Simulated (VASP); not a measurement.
Calculation: PBE GGA with D3 dispersion (zero damping), VASP's PBE PAW potentials (set 64) (plane waves; VASP).

VASP ran on this input.

### POSCAR
```
CuI
4.2380550
  0.0000000000   0.7071068204   0.7071068204
  0.7071068204   0.0000000000   0.7071068204
  0.7071068204   0.7071068204   0.0000000000
Cu I
1 1
Cart
  0.0000000000   0.0000000000   0.0000000000
  0.3535534102   0.3535534102   0.3535534102
```

### INCAR
```
LMAXMIX  =  4   # l cut-off of mixed one-centre charges
IVDW  =  11   # D3, zero damping
LASPH  =  .TRUE.   # aspherical one-centre terms
SIGMA  =  0.05   # width (eV)
NELM  =  100   # most electronic steps
ENCUT  =  520   # plane-wave cut-off (eV)
LWAVE  =  .FALSE.
PREC  =  Accurate
ICHARG  =  11
LCHARG  =  .FALSE.
LORBIT  =  11
ISMEAR  =  0
EDIFF  =  1E-7   # SCF stop (eV)
LREAL  =  .FALSE.
GGA  =  PE
SYSTEM  =  CuI
ALGO  =  Normal   # blocked Davidson
```

File KPOINTS:
```
k-points along high-symmetry lines
15
Line-mode
Reciprocal
  0.000000   0.000000   0.000000 ! GAMMA
 -0.500000  -0.500000   0.000000 ! X

 -0.500000  -0.500000   0.000000 ! X
 -0.375000  -0.375000   0.250000 ! U

 -0.375000  -0.000000   0.375000 ! K
  0.000000   0.000000   0.000000 ! GAMMA

  0.000000   0.000000   0.000000 ! GAMMA
 -0.000000  -0.000000   0.500000 ! L

 -0.000000  -0.000000   0.500000 ! L
 -0.500000  -0.250000   0.250000 ! W

 -0.500000  -0.250000   0.250000 ! W
 -0.500000  -0.500000   0.000000 ! X
```

POTCAR, in this order: Cu I (PBE.64 set). Program: vasp_std. Read from the step before: CHGCAR.

Output of the run:

OSZICAR:
```
       N       E                     dE             d eps       ncg     rms          rms(c)
DAV:   1     0.107101838883E+03    0.10710E+03   -0.80670E+03  2353   0.151E+03
DAV:   2     0.375139282124E+01   -0.10335E+03   -0.97232E+02  2390   0.270E+02
DAV:   3    -0.445357475184E+01   -0.82050E+01   -0.79381E+01  3162   0.840E+01
DAV:   4    -0.472378649152E+01   -0.27021E+00   -0.27005E+00  3011   0.139E+01
DAV:   5    -0.473135635082E+01   -0.75699E-02   -0.75697E-02  3258   0.241E+00
DAV:   6    -0.473160816127E+01   -0.25181E-03   -0.25181E-03  3184   0.399E-01
DAV:   7    -0.473161128823E+01   -0.31270E-05   -0.31269E-05  3274   0.402E-02
DAV:   8    -0.473161133820E+01   -0.49969E-07   -0.49974E-07  3016   0.491E-03
   1 F= -.52906395E+01 E0= -.52906395E+01  d E =-.157553E-14
```

OUTCAR:
```
 val. band max:        4.8099712832   @ k =   0.0000   0.0000   0.0000

 cond. band min:       6.0481242133   @ k =   0.0000   0.0000   0.0000



 k-point     1 :       0.0000    0.0000    0.0000
  band No.  band energies     occupation
      1      -9.3849      2.00000
      2       1.0127      2.00000
      3       1.0127      2.00000
      4       1.0127      2.00000
      5       2.8125      2.00000
      6       2.8125      2.00000
      7       4.8100      2.00000
      8       4.8100      2.00000
      9       4.8100      2.00000
     10       6.0481      0.00000
     11       9.6445      0.00000
     12       9.6445      0.00000
     13       9.6445      0.00000

 k-point     2 :      -0.0357   -0.0357    0.0000
  band No.  band energies     occupation
      1      -9.3761      2.00000
      2       0.9833      2.00000
      3       1.0114      2.00000
      4       1.0114      2.00000
      5       2.8095      2.00000
      6       2.8136      2.00000
      7       4.7226      2.00000
      8       4.7792      2.00000
      9       4.7792      2.00000
     10       6.1779      0.00000
     11       9.5724      0.00000
     12       9.6965      0.00000
     13       9.6965      0.00000

 k-point     3 :      -0.0714   -0.0714    0.0000
  band No.  band energies     occupation
      1      -9.3499      2.00000
      2       0.8976      2.00000
      3       1.0077      2.00000
      4       1.0077      2.00000
      5       2.8009      2.00000
      6       2.8170      2.00000
      7       4.5325      2.00000
      8       4.6914      2.00000
      9       4.6914      2.00000
     10       6.4903      0.00000
     11       9.3817      0.00000
     12       9.8479      0.00000
     13       9.8479      0.00000

 k-point     4 :      -0.1071   -0.1071    0.0000
  band No.  band energies     occupation
      1      -9.3073      2.00000
      2       0.7622      2.00000
      3       1.0018      2.00000
      4       1.0018      2.00000
...
```

The density is held fixed in this step, so its total energy and stress have no physical meaning. Unless said otherwise, spin-orbit coupling is left out, though it shifts the bands of the heavy elements here.

The compound is CuI in the zinc blende structure. It was relaxed first.
